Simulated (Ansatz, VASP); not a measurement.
## Two plane-wave programs on TaAg2

File INCAR:

```
PREC = Accurate
ENCUT = 520
EDIFF = 1E-7
ISMEAR = 0
SIGMA = 0.1
LREAL = F
LASPH = T
NELM = 80
ALGO = Fast
ISIF = 2
LWAVE = F
LCHARG = F
GGA = PE
NBANDS = 42
```

File KPOINTS:

```
Automatic mesh
0
Gamma
  4 4 6
```

File POSCAR:

```
TaAg2
1.0
    5.5328860309      0.0000000000      0.0000000000
    0.0000000000      5.7013553171      0.0000000000
    0.0000000000      0.0000000000      3.7240579054
Ta Ag
2 4
Direct
    0.5000000000      0.5000000000      0.5000000000
    0.0000000000      0.0000000000      0.0000000000
    0.2250000000      0.8250000000      0.5000000000
    0.7250000000      0.6750000000      0.0000000000
    0.7750000000      0.1750000000      0.5000000000
    0.2750000000      0.3250000000      0.0000000000
```

Input for Ansatz:

```yaml
crystal:
  lattice:
    - [5.5328860309, 0.0, 0.0]
    - [0.0, 5.7013553171, 0.0]
    - [0.0, 0.0, 3.7240579054]
  atoms:
    - { symbol: Ta, position: [0.5, 0.5, 0.5] }
    - { symbol: Ta, position: [0.0, 0.0, 0.0] }
    - { symbol: Ag, position: [0.225, 0.825, 0.5] }
    - { symbol: Ag, position: [0.725, 0.675, 0.0] }
    - { symbol: Ag, position: [0.775, 0.175, 0.5] }
    - { symbol: Ag, position: [0.275, 0.325, 0.0] }
basis:
  ecutwfc: 420
kpoints:
  mp_grid: { grid: [4, 4, 6] }
hamiltonian:
  xc: pbe
scf:
  occupations: { method: gaussian, width: 0.1 }
  lower_state_search: "off"
output:
  forces: true
  stress: true
  eigenvalues: true
```

Alike in both runs: task single point; functional PBE; k mesh 4 × 4 × 6; occupations gaussian, width 0.1 eV; no spin polarisation.

```csv
,VASP,Ansatz
version,VASP 6.6.1,Ansatz 0.2.0
potentials or method,"VASP PAW PBE potentials, release 64 (Ta_pv, Ag)","scalar-relativistic, plane waves, PAW"
plane-wave cutoff (eV),520,420
valence electrons in the cell,66,102
```

```csv
,VASP,Ansatz,Ansatz less VASP
gap on the k mesh at the Fermi level (eV),none,none,-
rms of the force components (eV/Å),0.436,0.438,+0.0016
```

Atom by atom the forces differ by 0.004 eV/Å (rms over components). A gap of «none» marks a metal or a gap that the smearing closes. The two sets of potentials don't hold the same shells in valence.

 Spin-orbit coupling is left out, which matters for the levels of Ta.
